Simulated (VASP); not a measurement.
Here is the system:

```yaml
crystal:
  lattice:
    - [8.54277, 0.00000, 0.00000]
    - [0.00000, 8.54277, 0.00000]
    - [0.00000, 0.00000, 6.24972]
  atoms:
    - { symbol: Cs, position: [0.00000, 0.50000, 0.00000] }
    - { symbol: Cs, position: [0.50000, 0.00000, 0.00000] }
    - { symbol: Sn, position: [0.50000, 0.50000, 0.50000] }
    - { symbol: Sn, position: [0.00000, 0.00000, 0.50000] }
    - { symbol: I, position: [0.80654, 0.69346, 0.50000] }
    - { symbol: I, position: [0.19346, 0.30654, 0.50000] }
    - { symbol: I, position: [0.30654, 0.80654, 0.50000] }
    - { symbol: I, position: [0.69346, 0.19346, 0.50000] }
    - { symbol: I, position: [0.50000, 0.50000, 0.00000] }
    - { symbol: I, position: [0.00000, 0.00000, 0.00000] }
```

Calculation: PBEsol GGA, VASP's PBE PAW potentials (set 64) (plane waves; VASP 6.6.1). Numerical set-up: 400 eV cut-off, Gaussian smearing of 0.050 eV, potentials Cs_sv Sn_d I.

Unless said otherwise, spin-orbit coupling is left out, though it shifts the bands of the heavy elements here.

Q: Give the energies of bands 37 to 50 at the high-symmetry points, in eV from the valence-band maximum.

A: 
```csv
band,Γ,X,M,Z,R,A
37,-2.29,-2.34,-2.33,-2.45,-2.17,-2.60
38,-2.24,-2.34,-2.33,-2.23,-2.17,-2.60
39,-2.24,-2.30,-2.31,-2.23,-2.10,-2.29
40,-2.11,-2.30,-2.31,-1.98,-2.10,-2.29
41,-2.01,-2.17,-2.26,-1.72,-1.94,-1.80
42,-2.01,-2.17,-2.26,-1.72,-1.94,-1.80
43,-1.90,-1.75,-1.60,-1.36,-1.13,-0.85
44,-0.73,-1.75,-1.60,0.00,-1.13,-0.85
45,0.99,2.47,1.24,0.29,0.75,0.76
46,0.99,2.47,1.24,0.58,0.75,0.76
47,2.38,2.83,3.94,0.58,2.24,0.96
48,3.12,2.83,3.95,1.07,2.24,0.96
49,3.35,3.43,4.07,2.98,2.56,3.81
50,3.35,3.43,4.07,3.58,2.56,3.82
```

The gap is direct, 0.29 eV, from the valence maximum at Z to the conduction minimum at Z.

The structure comes from a computed database's CsSnI3 entry (P4/mbm); how it stands against other phases isn't given here. It was relaxed first.
